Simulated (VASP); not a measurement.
```yaml
crystal:
  lattice:
    - [3.79970, 0.00000, 0.00000]
    - [-1.89985, 3.29064, 0.00000]
    - [0.00000, 0.00000, 21.07990]
  atoms:
    - { symbol: Se, position: [0.66667, 0.33333, 0.42477] }
    - { symbol: Se, position: [0.33333, 0.66667, 0.57523] }
    - { symbol: Zr, position: [0.00000, 0.00000, 0.50000] }
```

The numbers are results of HSE06 screened hybrid (exact exchange on a k-mesh reduced by 3x3x1), VASP's PBE PAW potentials (set 64) (plane waves; VASP), not measurements. Settings: PREC = Normal, EDIFF = 1E-5, 400 eV cut-off, 12×12×1 Γ-centred mesh, Gaussian smearing of 0.050 eV, potentials Se Zr_sv.

Exact exchange is summed on a reduced mesh (NKRED).

Q: What does the run give for the energy per atom (σ→0), band gap (on the k-mesh) with the smallest direct gap where there is one?

A: 
```
Quantity                                     Result
-----------------------------------  --------------
band gap (on the k-mesh)                    1.25 eV
smallest direct gap (on the k-mesh)         1.98 eV
energy per atom (σ→0)                -7.807 eV/atom
```

Total energies compare only between runs with the same potentials, cut-off and functional.

The cell is a sheet with vacuum, built from ZrSe2 (1T layered). The cell's shape comes from a PBE relaxation.
